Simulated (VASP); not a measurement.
```
CELL_PARAMETERS angstrom
     -0.00470     6.17128     6.17538
      6.17128    -0.00470     6.17538
      3.08329     3.08329     0.00000
ATOMIC_POSITIONS crystal
  Zn 0.00059 0.00059 0.99882
  Zn 0.00172 0.49853 0.99975
  Zn 0.49853 0.00172 0.99975
  Te 0.12513 0.12513 0.24974
  Te 0.11041 0.62973 0.25987
  Te 0.62973 0.11041 0.25987
  Te 0.63532 0.63532 0.22935
  Cd 0.49857 0.49857 0.00286
```

Method: PBEsol GGA, VASP's PBE PAW potentials (set 64) (plane waves; VASP 6.6.1). Settings: 400 eV cut-off, Gaussian smearing of 0.050 eV, potentials Zn Te Cd.

Unless said otherwise, spin-orbit coupling is left out, though it shifts the bands of the heavy elements here.

Question: Give the energies of bands 29 to 42 at the high-symmetry points, in eV from the valence-band maximum.

Answer: 
```
band      Γ      Y     C0      Z     A0      T      S      R
----  -----  -----  -----  -----  -----  -----  -----  -----
29    -2.22  -2.67  -3.07  -2.90  -2.31  -2.24  -2.53  -2.62
30    -1.06  -2.54  -1.88  -2.77  -2.26  -2.21  -2.46  -2.59
31    -0.98  -1.47  -1.51  -2.73  -2.23  -2.21  -1.76  -2.47
32    -0.94  -1.46  -1.47  -2.69  -2.14  -2.18  -1.59  -2.42
33    -0.85  -1.32  -1.42  -2.64  -1.68  -1.07  -0.68  -1.76
34    -0.06  -1.19  -1.28  -2.42  -1.46  -0.92  -0.67  -1.75
35    -0.06  -1.09  -1.14  -1.09  -1.06  -0.91  -0.44  -1.56
36     0.00  -0.75  -0.49  -0.88  -1.05  -0.82  -0.38  -1.47
37     0.92   2.44   2.65   2.89   2.15   1.56   1.75   2.51
38     1.63   2.63   2.72   3.30   2.21   1.69   2.14   2.54
39     1.74   2.90   2.74   4.32   2.48   2.13   2.56   2.88
40     2.22   3.19   3.38   4.41   2.49   2.26   2.96   2.95
41     2.30   3.41   3.65   4.61   2.60   2.26   4.51   4.39
42     4.32   3.69   3.78   4.66   2.75   2.36   4.61   4.52
```

The gap is direct, 0.92 eV, from the valence maximum at Γ to the conduction minimum at Γ.

The structure was generated: CdZn3Te4 was put into an ordered model structure (Amm2), which need not be its known phase. It was relaxed first.
